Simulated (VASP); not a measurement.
```xyz
8
Lattice="-0.0101 6.3408 6.3608 6.3408 -0.0101 6.3608 3.1653 3.1653 0.0000" Properties=species:S:1:pos:R:3 pbc="T T T"
Zn     3.1653     3.1653     0.0015
Te     1.5827     1.5827     1.4844
Te     4.8072     1.5235     4.8275
Te     1.5235     4.8072     4.8275
Te     4.7480     4.7480     7.9506
Mg     3.1658    -0.0005     3.1801
Mg    -0.0005     3.1658     3.1801
Mg     3.1653     3.1653     6.3523
```

All values below come from PBEsol GGA, VASP's PBE PAW potentials (set 64) (plane waves; VASP). Numerical set-up: 400 eV cut-off, 4×4×7 Γ-centred mesh, tetrahedra with Blöchl corrections, potentials Zn Te Mg.

The cores are frozen, which limits the accuracy of field gradients.

Question: Give the principal components of the electric field gradient (V/Å²) and the asymmetry η at each nucleus.

Answer: 
```
atom    Vxx    Vyy     Vzz     η
----  -----  -----  ------  ----
Zn1     3.8    0.6    -4.4  0.73
Te2   129.7    2.9  -132.6  0.96
Te3   -64.7  -64.7   129.4  0.00
Te4   -64.7  -64.7   129.4  0.00
Te5     3.9    2.3    -6.2  0.26
Mg6     0.8    0.7    -1.5  0.03
Mg7     0.8    0.7    -1.5  0.03
Mg8    -1.0   -0.3     1.3  0.50
```

The structure was generated: Mg3ZnTe4 was put into an ordered model structure (Amm2), which need not be its known phase. It was relaxed first.
